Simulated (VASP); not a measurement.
Data:

```xyz
8
Lattice="3.1492 0.0000 0.0000 -1.5746 2.7273 0.0000 0.0000 0.0000 10.3097" Properties=species:S:1:pos:R:3 pbc="T T T"
Al     0.0000     0.0000     0.0000
Al     0.0000     0.0000     5.1549
Al     1.5746     0.9091     7.7341
Al     0.0000     1.8182     2.5793
N      0.0000     0.0000     8.3731
N      0.0000     0.0000     3.2183
N      1.5746     0.9091     5.8074
N      0.0000     1.8182     0.6525
```

Calculation: PBEsol GGA, VASP's PBE PAW potentials (set 64) (plane waves; VASP). Run with 400 eV cut-off, 10×10×3 Γ-centred mesh shifted by (0.5, 0.5, 0.5), Gaussian smearing of 0.050 eV, potentials Al N.

At this cut-off the stress carries a Pulay error, which pulls relaxed volumes low.

What does the run give for the energy per atom (σ→0), pressure?

```json
{
 "energy per atom (σ→0)": "-7.797 eV/atom",
 "pressure": "-13.23 GPa"
}
```

The absolute energy has meaning only against runs of the same code, potentials and settings.

The structure was generated: AlN was put into an ordered model structure, which need not be its known phase. The cell was not relaxed at this level.
